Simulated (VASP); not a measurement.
A VASP calculation is set up with these files.

**KPOINTS**
```
Automatic
0
gamma
13 13 13
```

**INCAR**
```
! general
SYSTEM  = SnC
PREC    = Accurate
ENCUT   = 620
LREAL   = .False.
LASPH   = .True.

! electronic loop
EDIFF   = 1E-6
NELM    = 100
ALGO    = Normal
LMAXMIX = 4

! smearing
ISMEAR  = 1
SIGMA   = 0.1

! functional
GGA     = PS

! ions
IBRION  = 2
NSW     = 40
ISIF    = 3
EDIFFG  = -0.02
PSTRESS = 300

! output
LWAVE   = .False.
LCHARG  = .False.
```

**POSCAR**
```
SnC
1
    2.8767455562    -0.0000000000    -0.0000000000
   -0.0000000000     2.8767455562    -0.0000000000
    0.0000000000     0.0000000000     2.8767455562
Sn C
1 1
Direct
  0.0000000000   0.0000000000   0.0000000000
  0.5000000000   0.5000000000   0.5000000000
```

POTCAR, in this order: Sn_d C (PBE.64 set). Program: vasp_std.

**Question.** Translate this PBEsol calculation to Quantum ESPRESSO's pw.x.

**Answer.** One equivalent input (not run):
```
&CONTROL
  calculation = 'vc-relax'
  pseudo_dir = './pseudo'
  outdir = './out'
  tprnfor = .true.
  tstress = .true.
  nstep = 40
  forc_conv_thr = 0.00078
/
&SYSTEM
  ibrav = 0
  nat = 2
  ntyp = 2
  ecutwfc = 82
  occupations = 'smearing'
  smearing = 'methfessel-paxton'
  degauss = 0.00735
  input_dft = 'pbesol'
/
&ELECTRONS
  conv_thr = 7.3e-08
  electron_maxstep = 100
/
&IONS
/
&CELL
  press = 300
/
ATOMIC_SPECIES
  Sn 118.710 Sn.upf
  C 12.011 C.upf
CELL_PARAMETERS angstrom
     2.8767456   -0.0000000   -0.0000000
    -0.0000000    2.8767456   -0.0000000
     0.0000000    0.0000000    2.8767456
ATOMIC_POSITIONS crystal
  Sn   0.0000000  0.0000000  0.0000000
  C    0.5000000  0.5000000  0.5000000
K_POINTS automatic
  13 13 13 0 0 0
```
The two are equivalent in intent, not identical: the potentials are each code's own (VASP's PAW set, PseudoDojo norm-conserving files in pw.x), so ENCUT and ecutwfc are chosen apart and not converted; conv_thr bounds pw.x's estimated SCF error, while EDIFF bounds the energy change between steps; forc_conv_thr acts on force components and is met together with etot_conv_thr.

The structure was generated: SnC was put into the CsCl type type (Pm-3m), which need not be its known phase. It was relaxed first under an external pressure of 30 GPa.
